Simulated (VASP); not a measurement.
An input for Quantum ESPRESSO's pw.x (written as the equivalent of a VASP run, and not itself run):

```
&CONTROL
  calculation = 'vc-relax'
  pseudo_dir = './pseudo'
  outdir = './out'
  tprnfor = .true.
  tstress = .true.
  nstep = 30
  forc_conv_thr = 0.00039
/
&SYSTEM
  ibrav = 0
  nat = 3
  ntyp = 1
  ecutwfc = 86
  occupations = 'smearing'
  smearing = 'gaussian'
  degauss = 0.003675
  input_dft = 'pw91'
/
&ELECTRONS
  conv_thr = 7.3e-09
  electron_maxstep = 100
/
&IONS
/
&CELL
  cell_dofree = 'shape'
/
ATOMIC_SPECIES
  Se 78.971 Se.upf
CELL_PARAMETERS angstrom
     2.2032648   -3.8161666    0.0000000
     2.2032648    3.8161666    0.0000000
     0.0000000    0.0000000    5.0854549
ATOMIC_POSITIONS crystal
  Se   1.0000000  0.2258850  0.6666670
  Se   0.7741150  0.7741150  0.0000000
  Se   0.2258850  1.0000000  0.3333330
K_POINTS automatic
  6 6 5 0 0 0
```

Q: Translate this input to VASP (INCAR, KPOINTS, POSCAR, choice of POTCAR).

A: Several could match; the one computed here: 
KPOINTS:
```
Automatic
0
Gamma
 6 6 5
0 0 0
```

### INCAR
```
! general
SYSTEM  = Se
PREC    = Accurate
ENCUT   = 520
LREAL   = .FALSE.
LASPH   = .TRUE.

! electronic loop
EDIFF   = 1E-7
NELM    = 100
ALGO    = Normal
LMAXMIX = 4

! smearing
ISMEAR  = 0
SIGMA   = 0.05

! functional
GGA     = 91

! ions
IBRION  = 2
NSW     = 30
ISIF    = 4
EDIFFG  = -0.01

! output
LWAVE   = .FALSE.
LCHARG  = .FALSE.
```

File POSCAR:
```
Se
1
    2.2032648102    -3.8161665789     0.0000000000
    2.2032648102     3.8161665789     0.0000000000
    0.0000000000     0.0000000000     5.0854548930
Se
3
Direct
  1.0000000000   0.2258850270   0.6666670000
  0.7741149730   0.7741149730   0.0000000000
  0.2258850270   1.0000000000   0.3333330000
```

POTCAR, in this order: Se (PBE.64 set). Program: vasp_std.

Limits of the translation: the potentials are each code's own (VASP's PAW set, PseudoDojo norm-conserving files in pw.x), so ENCUT and ecutwfc are chosen apart and not converted; conv_thr bounds pw.x's estimated SCF error, while EDIFF bounds the energy change between steps; forc_conv_thr acts on force components and is met together with etot_conv_thr.

The compound is Se in the trig structure. This run relaxes it. Symmetry was kept, so distortions that lower it aren't found.
